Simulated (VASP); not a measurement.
VASP runs on CoO (rock salt, AFM-II order) share one base input (PBE GGA, plane waves, VASP's PBE PAW potentials (set 64)) and change the settings named in each case.

### POSCAR
```
CoO
8.520
  0.5000000000   0.2500000000   0.2500000000
  0.2500000000   0.5000000000   0.2500000000
  0.2500000000   0.2500000000   0.5000000000
Co O
2 2
direct
  0.0000000000   0.0000000000   0.0000000000
  0.5000000000   0.5000000000   0.5000000000
  0.2500000000   0.2500000000   0.2500000000
  0.7500000000   0.7500000000   0.7500000000
```

KPOINTS:
```
Automatic mesh
0
Gamma
8 8 8
0 0 0
```

INCAR:
```
SYSTEM = CoO
PREC = Accurate
ENCUT = 520
EDIFF = 1E-6
NELM = 100
ALGO = Normal
LREAL = .FALSE.
LASPH = .TRUE.
ISMEAR = 0
SIGMA = 0.05
GGA = PE
LMAXMIX = 4
ISPIN = 2
MAGMOM = 3.0 -3.0 0.0 0.0
LORBIT = 10
LWAVE = .FALSE.
LCHARG = .FALSE.
ISIF = 2
```

POTCAR, in this order: Co O (PBE.64 set). Program: vasp_std.

| change | E(σ→0) (eV/atom) | pressure (GPa) | moment (μB) | −TS (eV) |
|---|---|---|---|---|
| base run | -6.5956 | -3.67 | 0.00 | -0.0085 |
| ISPIN = 1, the spin start removed | -6.2887 | -19.78 | - | -0.0103 |
| MAGMOM = 0 0 0 0 | -6.2887 | -19.85 | 0.00 | -0.0103 |
| MAGMOM = 0.6 -0.6 0.0 0.0 | -6.5956 | -3.77 | 0.00 | -0.0085 |
| MAGMOM = 5.0 -1.0 0.0 0.0 | -6.5956 | -3.65 | 0.00 | -0.0085 |
| MAGMOM = 3.0 3.0 0.0 0.0 | -6.5227 | -2.01 | 5.80 | -0.0103 |

Left out are runs that ran out of time, are held back, or changed the cell or the kind of run, fixed moments of cells without a moment, rows past the twelfth, gaps on odd meshes, pressures of charged cells and columns that move by less than the noise.

The compound is CoO in the rock salt, AFM-II order structure. The cell was not relaxed at this level.
